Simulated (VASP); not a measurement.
All values below come from PBEsol GGA, VASP's PBE PAW potentials (set 64) (plane waves; VASP).

A VASP calculation is set up with these files.

KPOINTS:
```
Automatic
0
gamma
  7 7 7
0 0 0
```

### POSCAR
```
Nb3Au2
1
   -1.7078050000     1.7078050000     7.6609000000
    1.7078050000    -1.7078050000     7.6609000000
    1.7078050000     1.7078050000    -7.6609000000
Nb Au
3 2
Direct
  0.0000000000   0.0000000000   0.0000000000
  0.3992400000   0.3992400000   0.0000000000
  0.6007600000   0.6007600000   0.0000000000
  0.1997700000   0.1997700000   0.0000000000
  0.8002300000   0.8002300000   0.0000000000
```

### INCAR
```
SYSTEM  =  Nb3Au2
PREC  =  Accurate; ENCUT  =  300; LREAL  =  .FALSE.
LASPH  =  .TRUE.
EDIFF  =  1E-6; NELM  =  100; ALGO  =  Normal
LMAXMIX  =  6
ISMEAR  =  0; SIGMA  =  0.2
GGA  =  PS
ISIF  =  2
LWAVE  =  .FALSE.; LCHARG  =  .FALSE.
```

POTCAR, in this order: Nb_sv Au (PBE.64 set). Program: vasp_std.

Output

File OSZICAR:
```
       N       E                     dE             d eps       ncg     rms          rms(c)
DAV:   1     0.455691815161E+03    0.45569E+03   -0.24870E+04  2920   0.116E+03
DAV:   2    -0.107944383205E+02   -0.46649E+03   -0.45532E+03  3492   0.451E+02
DAV:   3    -0.450629827768E+02   -0.34269E+02   -0.33567E+02  5544   0.876E+01
DAV:   4    -0.466238536568E+02   -0.15609E+01   -0.15503E+01  4176   0.183E+01
DAV:   5    -0.467130585552E+02   -0.89205E-01   -0.88850E-01  4960   0.452E+00    0.179E+01
DAV:   6    -0.430179328594E+02    0.36951E+01   -0.41281E+01  3968   0.440E+01    0.131E+01
DAV:   7    -0.417290752452E+02    0.12889E+01   -0.75766E+00  4244   0.165E+01    0.498E+00
DAV:   8    -0.416316345251E+02    0.97441E-01   -0.16142E+00  4528   0.655E+00    0.195E+00
DAV:   9    -0.416045302401E+02    0.27104E-01   -0.18902E-01  4040   0.285E+00    0.160E+00
DAV:  10    -0.416075698528E+02   -0.30396E-02   -0.81775E-02  4520   0.168E+00    0.549E-01
DAV:  11    -0.416023211929E+02    0.52487E-02   -0.60913E-02  3908   0.132E+00    0.192E-01
DAV:  12    -0.416017089525E+02    0.61224E-03   -0.68954E-03  4196   0.478E-01    0.482E-02
DAV:  13    -0.416017157889E+02   -0.68364E-05   -0.27629E-04  4440   0.925E-02    0.226E-02
DAV:  14    -0.416017077150E+02    0.80740E-05   -0.12497E-04  4736   0.539E-02    0.673E-03
DAV:  15    -0.416017073493E+02    0.36563E-06   -0.40530E-06  2840   0.136E-02
   1 F= -.41601707E+02 E0= -.41564719E+02  d E =-.739765E-01
```

### OUTCAR
```
------------------------ aborting loop because EDIFF is reached ----------------------------------------
  FORCE on cell =-STRESS in cart. coord.  units (eV):
  Direction    XX          YY          ZZ          XY          YZ          ZX
  --------------------------------------------------------------------------------------
  Total       -4.2081349     -4.2081349     -4.3018639      0.0000000      0.0000000      0.0000000
  in kB      -75.4369090    -75.4369090    -77.1171384      0.0000000      0.0000000      0.0000000
  external PRESSURE =     -75.9969854 kB  Pullay stress =       0.0000000 kB
  volume of cell :       89.38
      direct lattice vectors                 reciprocal lattice vectors
    -1.707805000  1.707805000  7.660900000     0.000000000  0.292773472  0.065266483
     1.707805000 -1.707805000  7.660900000     0.292773472  0.000000000  0.065266483
     1.707805000  1.707805000 -7.660900000     0.292773472  0.292773472  0.000000000
 POSITION                                       TOTAL-FORCE (eV/Angst)
 -----------------------------------------------------------------------------------
      0.00000      0.00000      0.00000        -0.000000     -0.000000      0.000000
      0.00000      0.00000      6.11708         0.000000      0.000000      0.075309
      0.00000      0.00000      9.20472        -0.000000     -0.000000     -0.075309
      0.00000      0.00000      3.06084         0.000000      0.000000     -0.073664
      0.00000      0.00000     12.26096         0.000000      0.000000      0.073664
 -----------------------------------------------------------------------------------
    total drift:                                0.000000      0.000000     -0.000000
  FREE ENERGIE OF THE ION-ELECTRON SYSTEM (eV)
  ---------------------------------------------------
  free  energy   TOTEN  =       -41.6017073493 eV

  energy  without entropy=      -41.5277308123  energy(sigma->0) =      -41.56471908
```
(Selected blocks of OUTCAR.)

### OUTCAR
```
 val. band max:       10.5525739410   @ k =  -0.2857  -0.4286   0.2857

 cond. band min:      10.5610340207   @ k =   0.2857   0.1429  -0.0000


 Fermi energy:        10.5568753609

 k-point     1 :       0.0000    0.0000    0.0000
  band No.  band energies     occupation
      1     -44.3388      2.00000
      2     -44.2894      2.00000
      3     -43.5993      2.00000
      4     -20.5339      2.00000
      5     -20.4696      2.00000
      6     -20.4696      2.00000
      7     -20.4168      2.00000
      8     -20.3034      2.00000
      9     -20.3034      2.00000
     10     -19.7345      2.00000
     11     -19.4964      2.00000
     12     -19.4964      2.00000
     13       1.9176      2.00000
     14       4.1240      2.00000
     15       4.3144      2.00000
     16       5.3716      2.00000
     17       5.4719      2.00000
     18       5.5653      2.00000
     19       5.5653      2.00000
     20       5.6845      2.00000
     21       5.7479      2.00000
     22       6.4885      2.00000
     23       6.4885      2.00000
     24       7.0248      2.00000
     25       7.0622      2.00000
     26       7.7889      2.00000
     27       8.3474      2.00000
     28       9.7230      2.00000
     29      10.7027      0.30259
     30      10.7305      0.21955
     31      10.7305      0.21955
     32      11.3293      0.00000
     33      11.3293      0.00000
     34      12.6011      0.00000
     35      12.6672      0.00000
     36      12.7495      0.00000

 k-point     2 :       0.1429    0.0000   -0.0000
  band No.  band energies     occupation
      1     -44.3313      2.00000
      2     -44.2868      2.00000
      3     -43.6022      2.00000
      4     -20.6005      2.00000
      5     -20.4622      2.00000
      6     -20.4437      2.00000
      7     -20.4396      2.00000
      8     -20.3208      2.00000
      9     -20.2999      2.00000
     10     -19.6961      2.00000
     11     -19.5229      2.00000
     12     -19.5187      2.00000
...
```

At this cut-off the stress carries a Pulay error, which pulls relaxed volumes low. Unless said otherwise, spin-orbit coupling is left out, though it shifts the bands of the heavy elements here.

The structure comes from a computed database's Nb3Au2 entry; how it stands against other phases isn't given here. The cell was not relaxed at this level. The k-mesh is coarse (spacing up to 0.37 per Å, 2π included), so the numbers may not be converged in it. The electron count is odd and the run is not spin-polarised, which forces a metal.
